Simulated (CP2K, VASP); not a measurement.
An input for CP2K (PBEsol, GPW, DZVP-MOLOPT-SR-GTH basis, GTH-PBE potentials (GTH_POTENTIALS)):

```
&GLOBAL
  PROJECT nah2pd3
  RUN_TYPE ENERGY_FORCE
  PRINT_LEVEL LOW
&END GLOBAL
&FORCE_EVAL
  METHOD Quickstep
  STRESS_TENSOR ANALYTICAL
  &DFT
    BASIS_SET_FILE_NAME BASIS_MOLOPT
    POTENTIAL_FILE_NAME GTH_POTENTIALS
    &QS
      METHOD GPW
      EPS_DEFAULT 1E-11
    &END QS
    &MGRID
      CUTOFF 950
      REL_CUTOFF 60
      NGRIDS 5
    &END MGRID
    &SCF
      SCF_GUESS ATOMIC
      EPS_SCF 1E-7
      MAX_SCF 100
      ADDED_MOS 11
      &DIAGONALIZATION
        ALGORITHM STANDARD
      &END DIAGONALIZATION
      &MIXING
        METHOD BROYDEN_MIXING
        ALPHA 0.3
        NBUFFER 12
        BETA 1
      &END MIXING
      &SMEAR ON
        METHOD FERMI_DIRAC
        ELECTRONIC_TEMPERATURE [K] 1160.45
      &END SMEAR
    &END SCF
    &KPOINTS
      SCHEME MONKHORST-PACK 5 5 8
      GAMMA_CENTERED T
    &END KPOINTS
    &XC
      &XC_FUNCTIONAL
        &PBE
          PARAMETRIZATION PBESOL
        &END PBE
      &END XC_FUNCTIONAL
    &END XC
    &PRINT
      &MO
        EIGENVALUES T
        OCCUPATION_NUMBERS T
        NDIGITS 8
        FILENAME mo
        &EACH
          QS_SCF 0
        &END EACH
        ADD_LAST NUMERIC
      &END MO
      &MULLIKEN OFF
      &END MULLIKEN
    &END PRINT
  &END DFT
  &SUBSYS
    &CELL
      ABC 5.05134900 5.05134954 2.75728900
      ALPHA_BETA_GAMMA 90.00000000 90.00000000 113.48864712
      PERIODIC XYZ
    &END CELL
    &COORD
      Na       1.51902300     2.31639500     0.00000000
      H       -0.48995209     3.63382149     0.00000000
      H        3.52799809     0.99896851     0.00000000
      Pd       0.00000000     0.00000000     0.00000000
      Pd       2.52567450     0.00000000     1.37864450
      Pd      -1.00665150     2.31639500     1.37864450
    &END COORD
    &KIND Na
      BASIS_SET DZVP-MOLOPT-SR-GTH-q9
      POTENTIAL GTH-PBE-q9
    &END KIND
    &KIND H
      BASIS_SET DZVP-MOLOPT-SR-GTH-q1
      POTENTIAL GTH-PBE-q1
    &END KIND
    &KIND Pd
      BASIS_SET DZVP-MOLOPT-SR-GTH-q18
      POTENTIAL GTH-PBE-q18
    &END KIND
  &END SUBSYS
  &PRINT
    &FORCES ON
    &END FORCES
    &STRESS_TENSOR ON
    &END STRESS_TENSOR
  &END PRINT
&END FORCE_EVAL
```

**Question.** Write the VASP files for the same calculation.

**Answer.** One set of files that does it:

### POSCAR
```
NaH2Pd3
1
    2.7700390000    -4.2240990000     0.0000000000
    2.7700390000     4.2240990000     0.0000000000
    0.0000000000     0.0000000000     2.7572890000
Na H Pd
1 2 3
Direct
  0.5000000000   0.5000000000   0.0000000000
  0.2156300000   0.7843700000   0.0000000000
  0.7843700000   0.2156300000   0.0000000000
  0.0000000000   0.0000000000   0.0000000000
  0.5000000000   0.0000000000   0.5000000000
  0.0000000000   0.5000000000   0.5000000000
```

### KPOINTS
```
K-points
0
Gamma
  5 5 8
```

### INCAR
```
ALGO  =  Normal
EDIFF  =  1E-6
ENCUT  =  300
GGA  =  PS
ISIF  =  2
ISMEAR  =  -1
LASPH  =  .TRUE.
LCHARG  =  .FALSE.
LMAXMIX  =  4
LREAL  =  .FALSE.
LWAVE  =  .FALSE.
NELM  =  100
PREC  =  Accurate
SIGMA  =  0.1
SYSTEM  =  NaH2Pd3
```

POTCAR, in this order: Na_pv H Pd (PBE.64 set). Program: vasp_std.

The two runs describe the same crystal, functional and task. Each code takes its own potentials, basis and convergence tests.

The structure comes from a computed database's NaH2Pd3 entry (Cmmm); how it stands against other phases isn't given here. The cell was not relaxed at this level, and it may have been scaled.
